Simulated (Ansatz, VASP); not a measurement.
**ZrTaN: VASP beside Ansatz**

The input INCAR:

```
ALGO     = Normal         # electronic algorithm
EDIFF    = 1E-7           # SCF threshold, eV
ENCUT    = 520            # plane-wave cutoff, eV
GGA      = PE             # functional
ISIF     = 2              # what is computed and relaxed
ISMEAR   = 0              # smearing method
LASPH    = True           # aspherical terms in the spheres
LCHARG   = False          # write CHGCAR
LREAL    = False          # projectors in reciprocal space
LWAVE    = False          # write WAVECAR
NBANDS   = 21             # bands
NELM     = 60             # most SCF steps
PREC     = Accurate       # precision mode
SIGMA    = 0.1            # smearing width, eV
```

The input KPOINTS:

```
k-points
0
Gamma
  6 6 4
```

POSCAR

```
ZrTaN
1.0
    2.1844665100     -2.5577215900      0.0000000000
    2.1844665100      2.5577215900      0.0000000000
    0.0000000000      0.0000000000      4.7070671700
Zr Ta N
1 1 1
Direct
    0.0000000000      0.0000000000      0.0000000000
    0.0000000000      0.0000000000      0.5000000000
    0.5000000000      0.5000000000      0.5000000000
```

Input for Ansatz:

```yaml
crystal:
  lattice:
    - [2.18446651, -2.55772159, 0.0]
    - [2.18446651, 2.55772159, 0.0]
    - [0.0, 0.0, 4.70706717]
  atoms:
    - { symbol: Zr, position: [0.0, 0.0, 0.0] }
    - { symbol: Ta, position: [0.0, 0.0, 0.5] }
    - { symbol: "N", position: [0.5, 0.5, 0.5] }
basis:
  ecutwfc: 420
kpoints:
  mp_grid: { grid: [6, 6, 4] }
hamiltonian:
  xc: pbe
scf:
  occupations: { method: gaussian, width: 0.1 }
  lower_state_search: "off"
output:
  forces: true
  stress: true
  eigenvalues: true
```

Alike in both runs: task single point; functional PBE; k mesh 6 × 6 × 4; occupations gaussian, width 0.1 eV; no spin polarisation.

|  | VASP | Ansatz |
| --- | --- | --- |
| version | VASP 6.6.1 | Ansatz 0.2.0 |
| potentials or method | VASP PAW PBE potentials, release 64 (Zr_sv, Ta_pv, N) | scalar-relativistic, plane waves, PAW |
| plane-wave cutoff (eV) | 520 | 420 |
| valence electrons in the cell | 28 | 30 |

```tsv
	VASP	Ansatz	Ansatz less VASP
gap on the k mesh at the Fermi level (eV)	none	none	-
pressure (GPa)	2.7	2.2	-0.43
largest component of the traceless stress (GPa)	48.25	47.69	-0.559
```

A gap of «none» marks a metal or a gap that the smearing closes. The two sets of potentials don't hold the same shells in valence.

The runs have no spin-orbit coupling, so splittings on Ta are missing.
